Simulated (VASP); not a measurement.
Energy against volume of SrCl2 (fluorite). Method: PBE GGA, VASP's PBE PAW potentials (set 64) (plane waves; VASP).

| V (Å³/atom) | E (eV/atom) |
|---|---|
| 27.335 | -4.24979 |
| 28.208 | -4.26010 |
| 29.080 | -4.26380 |
| 29.952 | -4.26188 |
| 30.825 | -4.25522 |

Q: Fit a third-order Birch-Murnaghan equation of state.

A: 
| Property | Result |
|---|---|
| volume per atom | 29.20 Å³/atom |
| bulk modulus | 33.6 GPa |
| pressure derivative of the bulk modulus | 4.53 |
| lattice constant a | 7.050 Å |

Measured: a 6.974 Å (computed value off by +1.1 %), as given by Kanchana et al., Calculated structural, elastic and electronic properties of SrCl2 (2010). The calculation is for a static lattice, while the measured a holds thermal and zero-point effects, which are part of the difference.

The compound is SrCl2 in the fluorite structure. It was relaxed first.
